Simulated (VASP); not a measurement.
A VASP calculation is set up with these files.

File POSCAR:
```
TiSi2
1
    1.7695180000    -6.7761780000     0.0000000000
    1.7695180000     6.7761780000     0.0000000000
    0.0000000000     0.0000000000     3.5740830000
Ti Si
2 4
Direct
  0.8968800000   0.1031200000   0.7500000000
  0.1031200000   0.8968800000   0.2500000000
  0.5582500000   0.4417500000   0.7500000000
  0.4417500000   0.5582500000   0.2500000000
  0.2496900000   0.7503100000   0.7500000000
  0.7503100000   0.2496900000   0.2500000000
```

INCAR:
```
# general
SYSTEM   =  TiSi2
PREC     =  Accurate
ENCUT    =  300
LREAL    =  .False.
LASPH    =  .True.

# electronic loop
EDIFF    =  1E-6
NELM     =  100
ALGO     =  Normal
LMAXMIX  =  4

# smearing
ISMEAR   =  -1
SIGMA    =  0.1

# functional
GGA      =  PE

# ions
ISIF     =  2

# output
LWAVE    =  .False.
LCHARG   =  .False.
LORBIT   =  11
NEDOS    =  601
```

### KPOINTS
```
Automatic mesh
0
Gamma
15 15 14
0 0 0
```

POTCAR, in this order: Ti_sv Si (PBE.64 set). Program: vasp_std.

Task: Write an equivalent input for Quantum ESPRESSO's pw.x.

Result: One equivalent input (not run):
```
&CONTROL
  calculation = 'scf'
  pseudo_dir = './pseudo'
  outdir = './out'
  tprnfor = .true.
  tstress = .true.
/
&SYSTEM
  ibrav = 0
  nat = 6
  ntyp = 2
  ecutwfc = 84
  occupations = 'smearing'
  smearing = 'fermi-dirac'
  degauss = 0.00735
  input_dft = 'pbe'
/
&ELECTRONS
  conv_thr = 7.3e-08
  electron_maxstep = 100
/
ATOMIC_SPECIES
  Ti 47.867 Ti.upf
  Si 28.085 Si.upf
CELL_PARAMETERS angstrom
     1.7695180   -6.7761780    0.0000000
     1.7695180    6.7761780    0.0000000
     0.0000000    0.0000000    3.5740830
ATOMIC_POSITIONS crystal
  Ti   0.8968800  0.1031200  0.7500000
  Ti   0.1031200  0.8968800  0.2500000
  Si   0.5582500  0.4417500  0.7500000
  Si   0.4417500  0.5582500  0.2500000
  Si   0.2496900  0.7503100  0.7500000
  Si   0.7503100  0.2496900  0.2500000
K_POINTS automatic
  15 15 14 0 0 0
```
The two are equivalent in intent, not identical: the potentials are each code's own (VASP's PAW set, PseudoDojo norm-conserving files in pw.x), so ENCUT and ecutwfc are chosen apart and not converted; conv_thr bounds pw.x's estimated SCF error, while EDIFF bounds the energy change between steps.

The structure comes from a computed database's TiSi2 entry; how it stands against other phases isn't given here. The cell was not relaxed at this level. The run is one of a series of settings (NEDOS = 601, KPOINTS 15×15×14 Γ-centred mesh against the base run), some of them coarse on purpose.
